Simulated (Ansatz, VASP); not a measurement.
## Hf (Hafnium) in two plane-wave programs

Aim: how closely do two programs agree when they are given the same cell, functional and k mesh? The cell is taken from a series of runs on this material, whose earlier steps may have relaxed, scaled, displaced or heated it; both programs get it as it stands.

Main program and level: Ansatz 0.2.0; plane waves, with VASP 6.6.1 beside it; zone-centre phonons at PBEsol.

**1. The structure**

Symmetry: P6_3/mmc, No. 194, hexagonal system. The conventional cell has a = 3.093 Å, b = 3.093 Å, c = 4.903 Å, α = 90.00°, β = 90.00°, γ = 120.00°. Hf has 12 Hf at 3.03 to 3.09 Å nearest.

**2. Ansatz: zone-centre phonons, PBEsol**

Ansatz runs on its PAW soft_1 files.

Second derivatives magnify differences that forces hide, and they need a tight electronic threshold.

Contents of input.yaml:

```yaml
crystal:
  lattice:
    - [3.0929342562, 0.0, 0.0]
    - [-1.5464671281, 2.6785596381, 0.0]
    - [0.0, 0.0, 4.9028112363]
  atoms:
    - { symbol: Hf, position: [0.3333333333, 0.6666666667, 0.25] }
    - { symbol: Hf, position: [0.6666666667, 0.3333333333, 0.75] }
kpoints:
  mp_grid: { grid: [15, 15, 8] }
hamiltonian:
  xc: pbesol
  pseudopotentials: { kind: paw, azcp: { folder: soft_1 }, xc_functional: pbe }
scf:
  occupations: { method: methfessel_paxton, width: 0.2 }
output:
  eigenvalues: true
phonons:
  method: dfpt
```

Started as:

```sh
> ansatz run input.yaml --threads 4 --pin off --max-ram 10240MiB --backend cpu --events-out ev --progress --plain --runs-dir out
```

Numbers of over 12 decimals in the logs are rounded to 6 here.

What it wrote:

```text
zone centre: on kpoints.mp_grid the ground state, and the responses unless they are solved on pairs of k-points, stand on 320 of the mesh's 1800 k-points, reduced under 4 symmetry operations, with k and −k counted as one. Each operation leaves every solved displacement unchanged or reverses it
Engine: ansatz 0.2.0, x86_64-unknown-linux-gnu
Pseudopotentials: kind: paw
Pseudopotential: Hf, paw, valence charge 26, recommended cutoff 420 eV (normal), soft_1/Hf.paw.azcp
Functional definition: PBEsol
  exchange = pbesol_x
  correlation = pbesol_c
Crystal: 2 atoms, lattice volume = 40.618 Å³
Basis set: ecut = 420 eV, 773 PW (Γ), exchange–correlation on 48×48×72 points (8 copies of the dense FFT grid, shifted against one another)
Bands: 32, of which v1, the nominal top of the filled ones, is band 26 counted from 1 (25 counted from 0)
Symmetry: 24 space group operations
k-points: 320 of 1800 (irreducible under 4 space group operations, time reversal used)
Non-local potential: Hf, projectors of the file, l = 0: 3, l = 1: 2, l = 2: 2, l = 3: 3
PAW form: soft (Blöchl's): semilocal exchange-correlation on the pseudo side does not see the compensation charge
PAW frozen core: Hf, regenerated for the run's functional, and the local potential with it (the file was generated under x = pbe(κ = 0.804, μ = 0.219515), c = pbe(β = 0.066725))
PAW one-centre angular grid: Hf, 590 points (default); XC on 64 Gauss nodes
Initial density: superposition of atomic densities (chi_scale 0.1, normalization cell)
Initial wavefunctions: pseudopotential atomic-orbital guess
Functional: x = pbesol(κ = 0.804, μ = 0.123457), c = pbesol(β = 0.046)
SCF iter   1: F=—  HF=-31197.781699 eV  |F-HF|=—  |Δ(HF+E_count)|=         —  Δρ=3.69e-2  dr2=6.29e-1  ethr=3.10e-3  ⟨swp⟩=5.1  Hψ=34815  notcnv=0
preconditioner: auto → Kerker (q_TF=auto, 2.843 Å⁻¹)  [metal: Δε(μ)=0.037 eV  Ē_g=16.936 eV  σ=0.200 eV  W_gap=0.15  n_scr=22 (ndim 8)  ℏωp=40.4 eV  f_vac=0.000  D(μ)=1.25/eV (n_scr^D=8)]
SCF iter   2: F=—  HF=-31197.636950 eV  |F-HF|=—  |Δ(HF+E_count)|=   1.45e-1  S|Δr|=    0.00e0  Δρ=2.27e-2  dr2=2.36e-1  ethr=1.21e-3  ⟨swp⟩=3.0  Hψ=20502  notcnv=0  defer=150
SCF iter   3: F=—  HF=-31197.586087 eV  |F-HF|=—  |Δ(HF+E_count)|=   5.09e-2  S|Δr|=    0.00e0  Δρ=9.92e-3  dr2=4.60e-2  ethr=4.54e-4  ⟨swp⟩=2.0  Hψ=15934  notcnv=0  defer=155
SCF iter   4: F=—  HF=-31197.542887 eV  |F-HF|=—  |Δ(HF+E_count)|=   4.32e-2  S|Δr|=    0.00e0  Δρ=3.25e-3  dr2=2.03e-3  ethr=8.84e-5  ⟨swp⟩=2.0  Hψ=18424  notcnv=0  defer=155
SCF iter   5: F=—  HF=-31197.543868 eV  |F-HF|=—  |Δ(HF+E_count)|=   9.80e-4  S|Δr|=    0.00e0  Δρ=6.37e-4  dr2=1.41e-4  ethr=3.91e-6  ⟨swp⟩=2.5  Hψ=15608  notcnv=0  defer=152
SCF iter   6: F=—  HF=-31197.544013 eV  |F-HF|=—  |Δ(HF+E_count)|=   1.45e-4  S|Δr|=    0.00e0  Δρ=1.28e-4  dr2=5.11e-6  ethr=2.72e-7  ⟨swp⟩=2.0  Hψ=18454  notcnv=0  defer=152
SCF iter   7: F=—  HF=-31197.544022 eV  |F-HF|=—  |Δ(HF+E_count)|=   8.85e-6  S|Δr|=    0.00e0  Δρ=2.76e-5  dr2=3.19e-7  ethr=9.82e-9  ⟨swp⟩=2.2  Hψ=18751  notcnv=0  defer=162
SCF iter   8: F=—  HF=-31197.544022 eV  |F-HF|=—  |Δ(HF+E_count)|=   6.44e-8  S|Δr|=    0.00e0  Δρ=5.65e-6  dr2=1.34e-8  ethr=6.13e-10  ⟨swp⟩=2.3  Hψ=15318  notcnv=0  defer=162
SCF iter   9: F=—  HF=-31197.544022 eV  |F-HF|=—  |Δ(HF+E_count)|=   3.86e-9  S|Δr|=    0.00e0  Δρ=1.03e-6  dr2=3.26e-10  ethr=2.57e-11  ⟨swp⟩=2.3  Hψ=18241  notcnv=0  defer=162
SCF iter  10: F=—  HF=-31197.544022 eV  |F-HF|=—  |Δ(HF+E_count)|=  2.91e-11  S|Δr|=    0.00e0  Δρ=2.26e-7  dr2=1.48e-11  ethr=1.00e-12  ⟨swp⟩=2.4  Hψ=17147  notcnv=0  defer=162
SCF iter  11: F=-31197.544022 eV  HF=-31197.544022 eV  |F-HF|=7.28e-12  |Δ(HF+E_count)|=  2.18e-11  S|Δr|=    0.00e0  Δρ=5.41e-8  dr2=5.24e-13  ethr=1.00e-12  ⟨swp⟩=10.3  Hψ=59882  notcnv=0
the search or the solves at the SCF's close seem to have found levels that the self-consistency loop had missed (the run counts 4). By its estimate they hold under 1e-12 electrons; where the run keeps them, the occupations were computed again with them
SCF 1 converged in 11 iterations: F = -31197.544022 eV  dr2 = 5.24e-13
  greatest PAW one-centre occupation: 0.998 electrons in one spin orbital (limit 2), on the Hf atom at site 1 (counted from 0), in its partial waves of l = 0
DFPT response loops at Γ: preconditioner auto → Kerker (q_TF=auto, 2.843 Å⁻¹) (partly filled bands, converged f_vac=0.000); β = 1.00, the filter's whole step (`scf.mixing.beta` (0.50) is not read by the response loops under this deck's `scf.mixing.preconditioner`; to damp them name `kerker` or `kerker_dos`, under which they read `scf.mixing.beta`, and type it under 1.00, their step now; both keys bind the ground state too); Broyden in place of MSR1
SCF converged after 11 iterations
Stability not checked: this state was not tested for a lower state beside it, because cold or Methfessel-Paxton smearing, or corrected tetrahedra, fill the levels in a way that the test cannot read (fill_not_monotonic; see scf.lower_state_search)
Free energy (F): -31197.544022 eV
Harris-Foulkes:  -31197.544022 eV  (|F-HF|=7.28e-12)
Internal energy: -31197.547217 eV  (E = F + TS)
E sigma→0 (E₀):  -31197.544821 eV
Entropy (-TS):   0.003196 eV (1.598 meV/atom)
Fermi energy:    20.046273 eV
--- Per-component energies (eV) ---
  E_band       = 88.945873
  E_kinetic    = 826.436858
  E_local      = -12107.510044  (includes V_loc(G=0)·N_el)
  E_nonlocal   = 128.941204
  E_hartree    = 5938.900840
  E_xc         = -532.006044
  E_vxc        = -512.805872  (∫ρ·V_xc dr)
  E_paw        = -15151.725850  (= ΣΔE_a)
  E_vpaw       = -123.918152  (= ΣTr[D̂ρ^β])
  E_aug_tail   = 0.000196  (compensation charges beyond the density's cutoff)
  E_ewald      = -10303.086489
  E_core_change = 2.502112  (= ΣΔE_core)
  E_smearing   = 0.003196  (= −TS)
  E_closure    = -0.000000  (closes the sum)
  Σ components = -31197.544022   (vs F -31197.544022, Δ=0.00e0)
--- Band table (eV; the first three rows and the last of 320) ---
  k-point 0: bands = [... 22 lower, 12.3162, 15.9853, 21.0593, 21.1933, 21.1933, 21.4892, 22.1217, 22.1217, ... 2 higher]
  k-point 1: bands = [... 22 lower, 12.4779, 15.9369, 20.7999, 21.1022, 21.1022, 21.3512, 21.9870, 21.9870, ... 2 higher]
  k-point 2: bands = [... 22 lower, 12.9424, 15.7253, 20.2995, 20.9712, 20.9712, 20.9852, 21.6723, 21.6723, ... 2 higher]
  k-point 319: bands = [... 22 lower, 16.9435, 16.9435, 19.1940, 19.1940, 20.0101, 20.0101, 22.3723, 22.3723, ... 2 higher]
--- Phonons (Γ-DFPT): 2 representative perturbations + reference, on 320 of 1800 k-points (Σ response iterations 6) ---
  k mesh reduced under 4 symmetry operations, with k and −k counted as one. Each operation leaves every solved displacement unchanged or reverses it
  ASR residual: 3.060e-5 → 0.000e0 eV/Å²; symmetrization residual: 3.290e-12 eV/Å²
  ASR residual per site (eV/Å²): 3.06e-5 3.06e-5
  Γ frequencies (cm⁻¹): 0.00 0.00 0.00 76.23 76.23 128.98
  non-analytic LO–TO correction: not included (Born effective charges unavailable; polar crystals: no LO–TO splitting at Γ)
```

The column dr2 measures how far the density is from self-consistency, as an energy; F and HF (Harris–Foulkes) agree once it is small.

**3. VASP: zone-centre phonons, PBEsol**

The same cell, functional, mesh and smearing now go to VASP, with its own data sets.

Lines of VASP's logs that name or quote its potential files are left out, and so is its time.

Contents of INCAR:

```
SYSTEM = Hf
PREC = Accurate
ENCUT = 500
EDIFF = 1E-08
NELM = 120
ISMEAR = 1
SIGMA = 0.2
LREAL = .FALSE.
ALGO = Normal
GGA = PS
NBANDS = 16
LASPH = .TRUE.
LORBIT = 11
LWAVE = .FALSE.
LCHARG = .FALSE.
ISIF = 2
IBRION = 8
GGA_COMPAT = .FALSE.
KPAR = 2
```

Contents of POSCAR:

```
Hf
1.0
    3.0929342562      0.0000000000      0.0000000000
   -1.5464671281      2.6785596381      0.0000000000
    0.0000000000      0.0000000000      4.9028112363
Hf
2
Direct
    0.3333333333      0.6666666667      0.2500000000
    0.6666666667      0.3333333333      0.7500000000
```

Contents of KPOINTS:

```
Automatic mesh
0
Gamma
15 15 8
0 0 0
```

Potentials, in the order of the species: Hf_pv (PBE family, release 64).

Started as:

```sh
> mpirun -np 2 vasp_std
```

What it wrote:

```text
[banner, memory and clock lines left out]
running    2 mpi-ranks, on    1 nodes
 distrk:  each k-point on    1 cores,    2 groups
 distr:  one band on    1 cores,    1 groups

 POSCAR found type information on POSCAR Hf
 POSCAR found :  1 types and       2 ions
|                                                                             |
|               ----> ADVICE to this user running VASP <----                  |
|                                                                             |
|     You enforced a specific xc type in the INCAR file but a different       |
|     [... a line on the potential file left out ...]
|     I HOPE YOU KNOW WHAT YOU ARE DOING!                                     |
|                                                                             |

 LDA part: xc-table for (Slater+PW92), standard interpolation
 POSCAR, INCAR and KPOINTS ok, starting setup
 FFT: planning ... GRIDC
 FFT: planning ... GRID_SOFT
 FFT: planning ... GRID
 WAVECAR not read
 entering main loop
       N       E                     dE             d eps       ncg     rms          rms(c)
DAV:   1     0.466135679536E+02    0.46614E+02   -0.11418E+04  4328   0.117E+03
DAV:   2    -0.201145290262E+02   -0.66728E+02   -0.65330E+02  5696   0.250E+02
DAV:   3    -0.216259761511E+02   -0.15114E+01   -0.15035E+01  5712   0.261E+01
DAV:   4    -0.216361179725E+02   -0.10142E-01   -0.10141E-01  5336   0.263E+00
DAV:   5    -0.216362248811E+02   -0.10691E-03   -0.10690E-03  5592   0.226E-01    0.700E+01
DAV:   6    -0.211397677443E+02    0.49646E+00   -0.42247E-01  5224   0.444E+00    0.415E+01
DAV:   7    -0.209590302499E+02    0.18074E+00   -0.71490E-01  5272   0.557E+00    0.190E+00
DAV:   8    -0.209502856431E+02    0.87446E-02   -0.44640E-02  5032   0.149E+00    0.361E-01
DAV:   9    -0.209503829570E+02   -0.97314E-04   -0.98225E-04  5792   0.229E-01    0.186E-01
DAV:  10    -0.209503761306E+02    0.68264E-05   -0.45881E-05  5008   0.497E-02    0.223E-01
DAV:  11    -0.209503766159E+02   -0.48537E-06   -0.54397E-06  5576   0.167E-02    0.135E-02
DAV:  12    -0.209503766913E+02   -0.75326E-07   -0.48652E-07  5208   0.488E-03    0.468E-03
DAV:  13    -0.209503766377E+02    0.53561E-07   -0.16096E-08  4008   0.991E-04    0.114E-03
DAV:  14    -0.209503766206E+02    0.17083E-07   -0.13126E-09  3016   0.315E-04    0.281E-04
DAV:  15    -0.209503766185E+02    0.20752E-08   -0.22796E-10  2816   0.120E-04
   1 F= -.20950377E+02 E0= -.20951410E+02  d E =0.310052E-02
 Linear response reoptimize wavefunctions to high precision
DAV:   1    -0.209503766176E+02    0.94155E-09   -0.45374E-11  2896   0.556E-05
DAV:   2    -0.209503766176E+02   -0.20009E-10   -0.94931E-12  2680   0.247E-05
 Linear response DOF=           2
 Linear response progress:
  Degree of freedom:   1/  2
       N       E                     dE             d eps       ncg     rms          rms(c)
RMM:   1    -0.198761270821E+00   -0.19876E+00    0.46677E+00 18663   0.120E+01
RMM:   2    -0.203305444198E+00   -0.45442E-02   -0.38542E-02 27654   0.122E+00    0.575E-01
RMM:   3    -0.202469630459E+00    0.83581E-03   -0.42493E-03 34818   0.264E-01    0.125E-01
RMM:   4    -0.202095111866E+00    0.37452E-03   -0.47427E-04 41150   0.909E-02    0.188E-01
RMM:   5    -0.201653191816E+00    0.44192E-03   -0.42534E-05 37330   0.421E-02    0.236E-02
RMM:   6    -0.201581928103E+00    0.71264E-04   -0.44481E-05 42586   0.140E-02    0.316E-02
RMM:   7    -0.201587224249E+00   -0.52961E-05   -0.41351E-05 37758   0.714E-03    0.472E-02
RMM:   8    -0.201575968960E+00    0.11255E-04   -0.64339E-06 38994   0.338E-03    0.825E-03
RMM:   9    -0.201575185551E+00    0.78341E-06   -0.13323E-05 42113   0.940E-04    0.212E-03
RMM:  10    -0.201575664462E+00   -0.47891E-06   -0.58123E-06 40262   0.243E-04    0.292E-04
RMM:  11    -0.201575813418E+00   -0.14896E-06   -0.33458E-06 39889   0.121E-04    0.586E-04
RMM:  12    -0.201575808228E+00    0.51902E-08   -0.15941E-06 40388   0.542E-05    0.271E-05
RMM:  13    -0.201575848918E+00   -0.40690E-07   -0.84356E-07 39876   0.276E-05    0.100E-04
RMM:  14    -0.201575856804E+00   -0.78858E-08   -0.40983E-07 38004   0.171E-05    0.113E-05
RMM:  15    -0.201575863505E+00   -0.67012E-08   -0.21509E-07 30456   0.119E-05    0.126E-05
RMM:  16    -0.201575869736E+00   -0.62309E-08   -0.11200E-07 27998   0.992E-06    0.960E-06
RMM:  17    -0.201575870416E+00   -0.68075E-09   -0.60772E-08 23813   0.856E-06    0.384E-07
 first order change of Fermi-energy  -0.34308E-05
 force on displaced ion       1 direction 1 :  -1.934  -0.000   0.000
 Linear response progress:
  Degree of freedom:   2/  2
       N       E                     dE             d eps       ncg     rms          rms(c)
RMM:   1    -0.242843068870E+00   -0.24284E+00    0.49882E+00  6441   0.124E+01
RMM:   2    -0.252596215029E+00   -0.97531E-02   -0.44905E-02  9570   0.126E+00    0.749E-01
RMM:   3    -0.251722092687E+00    0.87412E-03   -0.32041E-03 11032   0.290E-01    0.222E-01
RMM:   4    -0.251548093574E+00    0.17400E-03   -0.45591E-04 13262   0.998E-02    0.201E-01
RMM:   5    -0.251233955701E+00    0.31414E-03    0.12663E-04 12856   0.452E-02    0.476E-02
RMM:   6    -0.251154578240E+00    0.79377E-04    0.41168E-05 11435   0.191E-02    0.381E-02
RMM:   7    -0.251189149460E+00   -0.34571E-04   -0.75392E-05 12643   0.635E-03    0.134E-02
RMM:   8    -0.251182383635E+00    0.67658E-05    0.29204E-05 13161   0.295E-03    0.248E-03
RMM:   9    -0.251173679627E+00    0.87040E-05    0.12040E-05 13305   0.146E-03    0.106E-03
RMM:  10    -0.251173186925E+00    0.49270E-06    0.81856E-06 13363   0.427E-04    0.418E-04
RMM:  11    -0.251173323888E+00   -0.13696E-06    0.24551E-06 13156   0.183E-04    0.515E-05
RMM:  12    -0.251173332798E+00   -0.89100E-08    0.87416E-08 13750   0.605E-05    0.369E-05
 first order change of Fermi-energy  -0.14932E-03
 force on displaced ion       1 direction 3 :  -0.000   0.000  -5.336
 Linear response finished
```

[end of part 1 of 2]

[Lines on the potential files, build, host, timing and source positions are cut from VASP's logs without a mark.]

[Logs are printed without paths, hosts, clocks, repeated set-up lines and the standing remarks that a program may print on its own settings, such as how far it seeks lower states.]

[Hosts, paths, dates, database ids (printed as entryN), source tags and the programs' standing remarks are cut or masked in the printed files.]
